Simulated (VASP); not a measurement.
Here is the system:

```yaml
crystal:
  lattice:
    - [0.00000, 2.72696, 2.72696]
    - [2.72696, 0.00000, 2.72696]
    - [2.72696, 2.72696, 0.00000]
  atoms:
    - { symbol: B, position: [0.00000, 0.00000, 0.00000] }
    - { symbol: Bi, position: [0.25000, 0.25000, 0.25000] }
```

Method: PBEsol GGA, VASP's PBE PAW potentials (set 64) (plane waves; VASP). Settings: 520 eV cut-off, 8×8×8 Γ-centred mesh, Gaussian smearing of 0.050 eV, potentials B Bi_d.

Unless said otherwise, spin-orbit coupling is left out, though it shifts the bands of the heavy elements here.

Problem. Predict the energy per atom (σ→0), band gap (on the k-mesh) with the smallest direct gap where there is one.

Solution. 
```
Property                                     Result
-----------------------------------  --------------
band gap (on the k-mesh)                    0.45 eV
smallest direct gap (on the k-mesh)         0.45 eV
energy per atom (σ→0)                -4.880 eV/atom
```

Only differences to runs with the same potentials and settings are physical.

The structure was generated: BBi was put into the zinc blende type (F-43m), which need not be its known phase. It was relaxed first, which changed the volume by +5 %. The start is the result of an earlier pass.
